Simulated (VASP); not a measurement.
An input for Ansatz (written as the equivalent of a VASP run, and not itself run):

Ansatz 0.2 input:
```yaml
crystal:
  lattice:
    - [0.0000000, 2.2350253, 2.2350253]
    - [2.2350253, 0.0000000, 2.2350253]
    - [2.2350253, 2.2350253, 0.0000000]
  atoms:
    - { symbol: Ca, position: [0.0000000, 0.0000000, 0.0000000] }
    - { symbol: O, position: [0.5000000, 0.5000000, 0.5000000] }
kpoints:
  mp_grid: { grid: [10, 10, 10] }
hamiltonian:
  xc: lda
  pseudopotentials: { kind: paw }
scf:
  occupations: { method: gaussian, width: 0.05 }
  max_iter: 100
relax:
  max_steps: 40
  f_tol: 0.02
  cell: { p_target: 30 }
output: { forces: true, stress: true, eigenvalues: true }
```

Task: Translate this input to VASP (INCAR, KPOINTS, POSCAR, choice of POTCAR).

Result: This is not unique; one that fits is 
**KPOINTS**
```
Automatic mesh
0
Gamma
10 10 10
0 0 0
```

File POSCAR:
```
CaO
1
   -0.0000000000     2.2350253194     2.2350253194
    2.2350253194     0.0000000000     2.2350253194
    2.2350253194     2.2350253194    -0.0000000000
Ca O
1 1
Direct
  0.0000000000   0.0000000000   0.0000000000
  0.5000000000   0.5000000000   0.5000000000
```

**INCAR**
```
SYSTEM = CaO
PREC = Accurate
ENCUT = 620
EDIFF = 1E-6
NELM = 100
ALGO = Normal
LREAL = .FALSE.
LASPH = .TRUE.
ISMEAR = 0
SIGMA = 0.05
LWAVE = .FALSE.
LCHARG = .FALSE.
IBRION = 2
ISIF = 3
NSW = 40
EDIFFG = -0.02
PSTRESS = 300
```

POTCAR, in this order: Ca_sv O (LDA.64 set). Program: vasp_std.

Limits of the translation: each code has its own PAW files, so the cut-off isn't converted (ENCUT is set for VASP's; basis.ecutwfc is left out, and Ansatz then takes the one that its files recommend); Ansatz stops its SCF on the density residual and VASP on the energy change (EDIFF); Ansatz's lda is the Perdew-Wang form, while the LDA potentials of VASP carry Perdew-Zunger's.

The compound is CaO in the rock salt structure. It was relaxed first under an external pressure of 30 GPa.
